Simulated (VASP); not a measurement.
Input:

```yaml
crystal:
  lattice:
    - [1.39118, -2.40959, 0.00000]
    - [1.39118, 2.40959, 0.00000]
    - [0.00000, 0.00000, 4.49613]
  atoms:
    - { symbol: Re, position: [0.33333, 0.66667, 0.25000] }
    - { symbol: Re, position: [0.66667, 0.33333, 0.75000] }
```

Computed with PBE GGA, VASP's PBE PAW potentials (set 64) (plane waves; VASP). Numerical set-up: 300 eV cut-off, 14×14×7 Γ-centred mesh, Gaussian smearing of 0.10 eV, potentials Re.

At this cut-off the stress carries a Pulay error, which pulls relaxed volumes low.

Task: Give the stress tensor in GPa (positive for a compressed cell).

Result: 
```
-5.12   0.00   0.00
 0.00  -5.12   0.00
 0.00   0.00  -5.61
```
The pressure is its mean diagonal, -5.28 GPa.

The structure is a typed Re crystal (P6_3/mmc). The cell was not relaxed at this level.
